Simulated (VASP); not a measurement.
Level of theory: revPBE GGA, VASP's PBE PAW potentials (set 64) (plane waves; VASP).

VASP ran on this input.

**POSCAR**
```
Zn
1.0
  1.3254490107  -2.2957454683   0.0000000000
  1.3254490107   2.2957454683   0.0000000000
  0.0000000000   0.0000000000   4.8202353728
Zn
2
Cartesian
  1.3254490107   0.7652500199   1.2050588432
  1.3254490107  -0.7652500199   3.6151765296
```

### INCAR
```
ALGO=Normal
EDIFF=1E-7
EDIFFG=-0.01
ENCUT=520
GGA=RE
IBRION=2
ISIF=4
ISMEAR=1
LASPH=.TRUE.
LCHARG=.FALSE.
LMAXMIX=4
LREAL=.FALSE.
LWAVE=.FALSE.
NELM=100
NSW=30
PREC=Accurate
SIGMA=0.1
SYSTEM=Zn
```

**KPOINTS**
```
kpoints
0
gamma
 15 15 8
```

POTCAR, in this order: Zn (PBE.64 set). Program: vasp_std.

What VASP printed:

OUTCAR:
```
 ion  position               nearest neighbor table
   1  0.333  0.667  0.250-   2 2.86   2 2.86   2 2.86   2 2.86   2 2.86   2 2.86
   2  0.667  0.333  0.750-   1 2.86   1 2.86   1 2.86   1 2.86   1 2.86   1 2.86
  LATTYP: Found a hexagonal cell.
 ALAT       =     2.6508984015
 C/A-ratio  =     1.8183402917
 Subroutine PRICEL returns:
 Original cell was already a primitive cell.
 Subroutine GETGRP returns: Found 24 space group operations
The static configuration has the point symmetry D_3d.
 The point group associated with its full space group is D_6h.
The dynamic configuration has the point symmetry D_3d.
 Subroutine INISYM returns: Found 24 space group operations
 Subroutine IBZKPT returns following result:
 Found    135 irreducible k-points:

 Following reciprocal coordinates:
            Coordinates               Weight
  0.000000  0.000000  0.000000      1.000000
  0.066667 -0.000000  0.000000      6.000000
  0.133333  0.000000  0.000000      6.000000
  0.200000 -0.000000  0.000000      6.000000
  0.266667  0.000000  0.000000      6.000000
  0.333333  0.000000  0.000000      6.000000
  0.400000 -0.000000  0.000000      6.000000
  0.466667 -0.000000  0.000000      6.000000
  0.066667  0.066667  0.000000      6.000000
  0.133333  0.066667  0.000000     12.000000
  0.200000  0.066667  0.000000     12.000000
  0.266667  0.066667  0.000000     12.000000
  0.333333  0.066667  0.000000     12.000000
  0.400000  0.066667  0.000000     12.000000
  0.466667  0.066667  0.000000      6.000000
  0.133333  0.133333  0.000000      6.000000
  0.200000  0.133333  0.000000     12.000000
  0.266667  0.133333  0.000000     12.000000
  0.333333  0.133333  0.000000     12.000000
  0.400000  0.133333  0.000000     12.000000
  0.200000  0.200000  0.000000      6.000000
  0.266667  0.200000  0.000000     12.000000
  0.333333  0.200000  0.000000     12.000000
  0.400000  0.200000  0.000000      6.000000
  0.266667  0.266667  0.000000      6.000000
  0.333333  0.266667  0.000000     12.000000
  0.333333  0.333333  0.000000      2.000000
  0.000000  0.000000  0.125000      2.000000
  0.066667 -0.000000  0.125000     12.000000
  0.133333  0.000000  0.125000     12.000000
  0.200000 -0.000000  0.125000     12.000000
  0.266667  0.000000  0.125000     12.000000
  0.333333  0.000000  0.125000     12.000000
  0.400000 -0.000000  0.125000     12.000000
  0.466667 -0.000000  0.125000     12.000000
  0.066667  0.066667  0.125000     12.000000
  0.133333  0.066667  0.125000     24.000000
  0.200000  0.066667  0.125000     24.000000
  0.266667  0.066667  0.125000     24.000000
  0.333333  0.066667  0.125000     24.000000
   k-points           NKPTS =    135   k-points in BZ     NKDIM =    135   number of bands    NBANDS=     16
   number of dos      NEDOS =    301   number of ions     NIONS =      2
   total plane-waves  NPLWV =  14400
   dimension x,y,z NGX =    20 NGY =   20 NGZ =   36
   dimension x,y,z NGXF=    40 NGYF=   40 NGZF=   72
   ions per type =               2
   PREC   = accura    normal or accurate (medium, high low for compatibility)
   ISTART =      0    job   : 0-new  1-cont  2-samecut
   ICHARG =      2    charge: 1-file 2-atom 10-const
   ISPIN  =      1    spin polarized calculation?
   LNONCOLLINEAR =      F non collinear calculations
   LSORBIT =      F    spin-orbit coupling
   INIWAV =      1    electr: 0-lowe 1-rand  2-diag
   ENCUT  =  520.0 eV  38.22 Ry    6.18 a.u.   4.93  4.93  8.96*2*pi/ulx,y,z
   NELM   =    100;   NELMIN=  2; NELMDL= -5     # of ELM steps
   EDIFF  = 0.1E-06   stopping-criterion for ELM
   LREAL  =      F    real-space projection
...
```

OSZICAR:
```
       N       E                     dE             d eps       ncg     rms          rms(c)
DAV:   1     0.952558496901E+02    0.95256E+02   -0.12951E+04  4432   0.240E+03
DAV:   2     0.785546738451E+00   -0.94470E+02   -0.93132E+02  4448   0.299E+02
DAV:   3    -0.175758229387E+01   -0.25431E+01   -0.25398E+01  5312   0.601E+01
DAV:   4    -0.176458893819E+01   -0.70066E-02   -0.70062E-02  5144   0.318E+00
DAV:   5    -0.176459921462E+01   -0.10276E-04   -0.10277E-04  5288   0.100E-01    0.431E+00
DAV:   6    -0.158816424313E+01    0.17643E+00   -0.87546E-01  4520   0.211E+01    0.323E+00
DAV:   7    -0.158217248818E+01    0.59918E-02   -0.25387E-02  5400   0.293E+00    0.163E+00
DAV:   8    -0.157923652057E+01    0.29360E-02   -0.18950E-03  5648   0.793E-01    0.467E-02
DAV:   9    -0.157926622382E+01   -0.29703E-04   -0.27837E-04  6056   0.255E-01    0.309E-02
DAV:  10    -0.157926757949E+01   -0.13557E-05   -0.27263E-05  4936   0.812E-02    0.346E-03
DAV:  11    -0.157926728509E+01    0.29440E-06   -0.20853E-07  4536   0.534E-03    0.153E-03
DAV:  12    -0.157926695217E+01    0.33292E-06   -0.57677E-08  2784   0.525E-03    0.927E-05
DAV:  13    -0.157926694226E+01    0.99108E-08   -0.67285E-09  2616   0.999E-04
   1 F= -.15792669E+01 E0= -.15792415E+01  d E =-.157927E+01
       N       E                     dE             d eps       ncg     rms          rms(c)
DAV:   1    -0.158991519333E+01   -0.10648E-01   -0.19361E-01  4976   0.424E+00    0.598E-01
DAV:   2    -0.158434532643E+01    0.55699E-02   -0.53656E-03  4632   0.144E+00    0.360E-01
DAV:   3    -0.158128982914E+01    0.30555E-02   -0.38484E-03  5968   0.113E+00    0.368E-02
DAV:   4    -0.158132796061E+01   -0.38131E-04   -0.44587E-04  4640   0.255E-01    0.233E-02
DAV:   5    -0.158132736272E+01    0.59789E-06   -0.35229E-06  5248   0.526E-02    0.317E-03
DAV:   6    -0.158132730520E+01    0.57525E-07   -0.45982E-07  4600   0.113E-02
   2 F= -.15813273E+01 E0= -.15813472E+01  d E =-.206036E-02
       N       E                     dE             d eps       ncg     rms          rms(c)
DAV:   1    -0.166570382591E+01   -0.84376E-01   -0.17440E+00  5048   0.127E+01    0.179E+00
DAV:   2    -0.161531325420E+01    0.50391E-01   -0.50415E-02  4568   0.409E+00    0.108E+00
DAV:   3    -0.158781168666E+01    0.27502E-01   -0.36637E-02  5944   0.327E+00    0.117E-01
DAV:   4    -0.158812591148E+01   -0.31422E-03   -0.37858E-03  4536   0.717E-01    0.800E-02
DAV:   5    -0.158812178392E+01    0.41276E-05   -0.47127E-05  5096   0.114E-01    0.129E-02
DAV:   6    -0.158811726976E+01    0.45142E-05   -0.53249E-06  5624   0.340E-02    0.959E-04
DAV:   7    -0.158811736998E+01   -0.10022E-06   -0.54571E-07  4848   0.883E-03    0.524E-04
DAV:   8    -0.158811740205E+01   -0.32071E-07   -0.54168E-09  2392   0.218E-03
   3 F= -.15881174E+01 E0= -.15881950E+01  d E =-.885046E-02
       N       E                     dE             d eps       ncg     rms          rms(c)
DAV:   1    -0.189615186164E+01   -0.30803E+00   -0.69819E+00  5128   0.255E+01    0.359E+00
DAV:   2    -0.168343755464E+01    0.21271E+00   -0.22042E-01  4584   0.762E+00    0.215E+00
DAV:   3    -0.157165805840E+01    0.11178E+00   -0.15601E-01  5624   0.583E+00    0.255E-01
DAV:   4    -0.157285675461E+01   -0.11987E-02   -0.13434E-02  4656   0.129E+00    0.172E-01
DAV:   5    -0.157282041555E+01    0.36339E-04   -0.23947E-04  4936   0.173E-01    0.277E-02
DAV:   6    -0.157279953296E+01    0.20883E-04   -0.29824E-05  5344   0.834E-02    0.179E-03
DAV:   7    -0.157280012046E+01   -0.58750E-06   -0.33379E-06  5008   0.227E-02    0.135E-03
DAV:   8    -0.157280027911E+01   -0.15865E-06   -0.46518E-08  2640   0.461E-03    0.298E-04
DAV:   9    -0.157280028000E+01   -0.89312E-09   -0.78302E-09  2312   0.180E-03
   4 F= -.15728003E+01 E0= -.15726780E+01  d E =0.646666E-02
       N       E                     dE             d eps       ncg     rms          rms(c)
DAV:   1    -0.180349661917E+01   -0.23070E+00   -0.48257E+00  5096   0.213E+01    0.298E+00
DAV:   2    -0.166336737192E+01    0.14013E+00   -0.12515E-01  4712   0.618E+00    0.179E+00
DAV:   3    -0.158755018170E+01    0.75817E-01   -0.98359E-02  5800   0.539E+00    0.188E-01
DAV:   4    -0.158850328850E+01   -0.95311E-03   -0.11851E-02  4576   0.132E+00    0.124E-01
DAV:   5    -0.158849903806E+01    0.42504E-05   -0.11341E-04  5248   0.217E-01    0.246E-02
DAV:   6    -0.158849467192E+01    0.43661E-05   -0.10332E-05  6344   0.762E-02    0.325E-03
DAV:   7    -0.158849463449E+01    0.37426E-07   -0.20357E-06  5072   0.212E-02    0.172E-03
DAV:   8    -0.158849459762E+01    0.36868E-07   -0.62677E-08  2448   0.466E-03
   5 F= -.15884946E+01 E0= -.15885669E+01  d E =-.922766E-02
       N       E                     dE             d eps       ncg     rms          rms(c)
DAV:   1    -0.158894150056E+01   -0.44687E-03   -0.90367E-03  5072   0.917E-01    0.130E-01
DAV:   2    -0.158866871307E+01    0.27279E-03   -0.24735E-04  4632   0.307E-01    0.780E-02
DAV:   3    -0.158852921734E+01    0.13950E-03   -0.18647E-04  5920   0.242E-01    0.830E-03
DAV:   4    -0.158853059131E+01   -0.13740E-05   -0.20967E-05  4584   0.549E-02    0.521E-03
DAV:   5    -0.158853077787E+01   -0.18656E-06   -0.17243E-07  4032   0.121E-02    0.709E-04
DAV:   6    -0.158853075025E+01    0.27620E-07   -0.24516E-08  2272   0.297E-03
   6 F= -.15885308E+01 E0= -.15886001E+01  d E =-.926381E-02
```

File OUTCAR:
```
------------------------ aborting loop because EDIFF is reached ----------------------------------------
  FORCE on cell =-STRESS in cart. coord.  units (eV):
  Direction    XX          YY          ZZ          XY          YZ          ZX
  --------------------------------------------------------------------------------------
  Total        1.0523878      1.0523883      1.0481004     -0.0000000     -0.0000000      0.0000000
  in kB       57.4779662     57.4779923     57.2438035     -0.0000000     -0.0000000      0.0000000
  external PRESSURE =      57.3999207 kB  Pullay stress =       0.0000000 kB
  volume of cell :       29.33
      direct lattice vectors                 reciprocal lattice vectors
     1.308617265 -2.266592105  0.000000000     0.382082686 -0.220595492 -0.000000000
     1.308617265  2.266592105  0.000000000     0.382082686  0.220595492 -0.000000000
     0.000000000 -0.000000000  4.945030664    -0.000000000  0.000000000  0.202223215
 POSITION                                       TOTAL-FORCE (eV/Angst)
 -----------------------------------------------------------------------------------
      1.30862      0.75553      1.23626         0.000000     -0.000000      0.000000
      1.30862     -0.75553      3.70877        -0.000000      0.000000      0.000000
 -----------------------------------------------------------------------------------
    total drift:                                0.000000      0.000067      0.000003
  FREE ENERGIE OF THE ION-ELECTRON SYSTEM (eV)
  ---------------------------------------------------
  free  energy   TOTEN  =        -1.5885307502 eV

  energy  without entropy=       -1.5887387638  energy(sigma->0) =       -1.58860009

 reached required accuracy - stopping structural energy minimisation
```
(Selected blocks of OUTCAR.)

**CONTCAR**
```
Zn
   1.00000000000000
     1.3086172650479755   -2.2665921046990420    0.0000000000000000
     1.3086172650479755    2.2665921046990420    0.0000000000000000
     0.0000000000000001   -0.0000000000000000    4.9450306642255537
  Zn
     2
Direct
     0.3333330000000032    0.6666669999999968    0.2500000000000000
     0.6666669999999968    0.3333330000000032    0.7500000000000000
```

The compound is Zn in the hcp structure. This cell is one point of a volume scan, at 0.94 of the reference volume. Symmetry was kept, so distortions that lower it aren't found.
